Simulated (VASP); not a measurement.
VASP input:

File POSCAR:
```
Mg3Sb2
1.0
  2.2912378602  -3.9685405472   0.0000000000
  2.2912378602   3.9685405472   0.0000000000
  0.0000000000   0.0000000000   7.2716587536
Mg Sb
3 2
Cartesian
  0.0000000000   0.0000000000   0.0000000000
  2.2912378602   1.3228494948   4.5994353533
  2.2912378602  -1.3228494948   2.6722234003
  2.2912378602   1.3228494948   1.6513336921
  2.2912378602  -1.3228494948   5.6203250615
```

**INCAR**
```
SYSTEM = Mg3Sb2
PREC = Accurate
ENCUT = 520
EDIFF = 1E-7
NELM = 100
ALGO = Normal
LREAL = .FALSE.
LASPH = .TRUE.
ISMEAR = 0
SIGMA = 0.05
GGA = BO
PARAM1 = 0.1833333333
PARAM2 = 0.22
LUSE_VDW = .TRUE.
AGGAC = 0.0
LMAXMIX = 4
LWAVE = .FALSE.
LCHARG = .FALSE.
ISIF = 4
IBRION = 2
NSW = 30
EDIFFG = -0.01
```

KPOINTS:
```
K-points
0
gamma
6 6 3
```

POTCAR, in this order: Mg Sb (PBE.64 set). Program: vasp_std.

Problem. Write an equivalent input for Quantum ESPRESSO's pw.x.

Solution. One equivalent input (not run):
```
&CONTROL
  calculation = 'vc-relax'
  pseudo_dir = './pseudo'
  outdir = './out'
  tprnfor = .true.
  tstress = .true.
  nstep = 30
  forc_conv_thr = 0.00039
/
&SYSTEM
  ibrav = 0
  nat = 5
  ntyp = 2
  ecutwfc = 84
  occupations = 'smearing'
  smearing = 'gaussian'
  degauss = 0.003675
  input_dft = 'vdw-df-obk8'
/
&ELECTRONS
  conv_thr = 7.3e-09
  electron_maxstep = 100
/
&IONS
/
&CELL
  cell_dofree = 'shape'
/
ATOMIC_SPECIES
  Mg 24.305 Mg.upf
  Sb 121.760 Sb.upf
CELL_PARAMETERS angstrom
     2.2912379   -3.9685405    0.0000000
     2.2912379    3.9685405    0.0000000
     0.0000000    0.0000000    7.2716588
ATOMIC_POSITIONS crystal
  Mg   0.0000000  0.0000000  0.0000000
  Mg   0.3333330  0.6666670  0.6325153
  Mg   0.6666670  0.3333330  0.3674847
  Sb   0.3333330  0.6666670  0.2270917
  Sb   0.6666670  0.3333330  0.7729083
K_POINTS automatic
  6 6 3 0 0 0
```
Limits of the translation: the potentials are each code's own (VASP's PAW set, PseudoDojo norm-conserving files in pw.x), so ENCUT and ecutwfc are chosen apart and not converted; conv_thr bounds pw.x's estimated SCF error, while EDIFF bounds the energy change between steps; forc_conv_thr acts on force components and is met together with etot_conv_thr.

The compound is Mg3Sb2 in the a-la2o3 structure. This run relaxes it. Symmetry was kept, so distortions that lower it aren't found.
